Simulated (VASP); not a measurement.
All values below come from PBEsol GGA, VASP's PBE PAW potentials (set 64) (plane waves; VASP).

VASP input:

### KPOINTS
```
Automatic mesh
0
Gamma
11 11 11
0 0 0
```

**POSCAR**
```
Na
1
    0.0000000000     2.6054512468     2.6054512468
    2.6054512468    -0.0000000000     2.6054512468
    2.6054512468     2.6054512468    -0.0000000000
Na
1
Direct
  0.0000000000   0.0000000000   0.0000000000
```

### INCAR
```
ALGO=Normal
EDIFF=1E-6
EDIFFG=-0.01
ENCUT=400
GGA=PS
IBRION=2
ISIF=3
ISMEAR=1
LASPH=.TRUE.
LCHARG=.FALSE.
LREAL=.FALSE.
LWAVE=.FALSE.
NELM=100
NSW=60
PREC=Accurate
SIGMA=0.1
SYSTEM=Na
```

POTCAR, in this order: Na_pv (PBE.64 set). Program: vasp_std.

The run wrote:

### OSZICAR
```
       N       E                     dE             d eps       ncg     rms          rms(c)
DAV:   1     0.171897217228E+02    0.17190E+02   -0.35164E+03   798   0.682E+02
DAV:   2    -0.105718993227E+01   -0.18247E+02   -0.18217E+02   819   0.131E+02
DAV:   3    -0.139493489784E+01   -0.33774E+00   -0.33771E+00  1113   0.255E+01
DAV:   4    -0.139786742263E+01   -0.29325E-02   -0.29325E-02   959   0.196E+00
DAV:   5    -0.139791640881E+01   -0.48986E-04   -0.48986E-04  1127   0.221E-01    0.235E-01
DAV:   6    -0.139625086656E+01    0.16655E-02   -0.31241E-03   882   0.109E+00    0.143E-01
DAV:   7    -0.139576452344E+01    0.48634E-03   -0.28519E-03   805   0.924E-01    0.451E-02
DAV:   8    -0.139570834113E+01    0.56182E-04   -0.20512E-04   854   0.344E-01    0.267E-03
DAV:   9    -0.139570850050E+01   -0.15937E-06   -0.79856E-07   672   0.137E-02
   1 F= -.13957085E+01 E0= -.13954616E+01  d E =-.139571E+01
```

File OUTCAR:
```
------------------------ aborting loop because EDIFF is reached ----------------------------------------
  FORCE on cell =-STRESS in cart. coord.  units (eV):
  Direction    XX          YY          ZZ          XY          YZ          ZX
  --------------------------------------------------------------------------------------
  Total        0.0002390      0.0002390      0.0002390      0.0000000     -0.0000000     -0.0000000
  in kB        0.0108244      0.0108244      0.0108244      0.0000000     -0.0000000     -0.0000000
  external PRESSURE =       0.0108244 kB  Pullay stress =       0.0000000 kB
  volume of cell :       35.37
      direct lattice vectors                 reciprocal lattice vectors
     0.000000000  2.605451247  2.605451247    -0.191905337  0.191905337  0.191905337
     2.605451247  0.000000000  2.605451247     0.191905337 -0.191905337  0.191905337
     2.605451247  2.605451247  0.000000000     0.191905337  0.191905337 -0.191905337
 POSITION                                       TOTAL-FORCE (eV/Angst)
 -----------------------------------------------------------------------------------
      0.00000      0.00000      0.00000         0.000000      0.000000      0.000000
 -----------------------------------------------------------------------------------
    total drift:                                0.000000      0.000000      0.000000
  FREE ENERGIE OF THE ION-ELECTRON SYSTEM (eV)
  ---------------------------------------------------
  free  energy   TOTEN  =        -1.3957085005 eV

  energy  without entropy=       -1.3949678208  energy(sigma->0) =       -1.39546161

 reached required accuracy - stopping structural energy minimisation
```
(Selected blocks of OUTCAR.)

File OUTCAR:
```
 val. band max:        0.3650222975   @ k =   0.4545   0.2727   0.0000

 cond. band min:       0.4851076566   @ k =   0.4545   0.0000   0.0000


 Fermi energy:         0.4722235154

 k-point     1 :       0.0000    0.0000    0.0000
  band No.  band energies     occupation
      1     -24.3019      2.00000
      2     -24.3019      2.00000
      3     -24.3019      2.00000
      4      -2.9382      2.00000
      5      11.8209      0.00000
      6      11.8209      0.00000
      7      11.8209      0.00000

 k-point     2 :       0.0909    0.0000    0.0000
  band No.  band energies     occupation
      1     -24.3050      2.00000
      2     -24.3022      2.00000
      3     -24.3022      2.00000
      4      -2.7960      2.00000
      5       9.9909      0.00000
      6      11.5677      0.00000
      7      11.5677      0.00000

 k-point     3 :       0.1818    0.0000    0.0000
  band No.  band energies     occupation
      1     -24.3143      2.00000
      2     -24.3035      2.00000
      3     -24.3035      2.00000
      4      -2.3719      2.00000
      5       7.7242      0.00000
      6      11.1800      0.00000
      7      11.1800      0.00000

 k-point     4 :       0.2727    0.0000    0.0000
  band No.  band energies     occupation
      1     -24.3259      2.00000
      2     -24.3050      2.00000
      3     -24.3050      2.00000
      4      -1.6731      2.00000
      5       5.6068      0.00000
      6      10.9149      0.00000
      7      10.9149      0.00000

 k-point     5 :       0.3636    0.0000    0.0000
  band No.  band energies     occupation
      1     -24.3366      2.00000
      2     -24.3063      2.00000
      3     -24.3063      2.00000
      4      -0.7116      2.00000
      5       3.6944      0.00000
      6      10.8097      0.00000
      7      10.8097      0.00000

 k-point     6 :       0.4545    0.0000    0.0000
  band No.  band energies     occupation
      1     -24.3434      2.00000
...
```

The structure was generated: Na was put into the fcc type (Fm-3m), which need not be its known phase. It was relaxed first, which changed the volume by -7 %. The start is the result of an earlier pass.
